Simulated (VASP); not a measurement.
Given:

```
CELL_PARAMETERS angstrom
     -2.50308     2.50308     2.50308
      2.50308    -2.50308     2.50308
      2.50308     2.50308    -2.50308
ATOMIC_POSITIONS crystal
  Ba 0.00000 0.00000 0.00000
```

Calculation: PW91 GGA, VASP's PBE PAW potentials (set 64) (plane waves; VASP). Run with 520 eV cut-off, Gaussian smearing of 0.050 eV, potentials Ba_sv.

Unless said otherwise, spin-orbit coupling is left out, though it shifts the bands of the heavy elements here.

What does the run give for the band gap (along the path) with the smallest direct gap where there is one?

band gap (along the path): none (metal, semimetal or under 0.01 eV)

The absolute energy has meaning only against runs of the same code, potentials and settings.

The compound is Ba in the bcc structure. It was relaxed first.
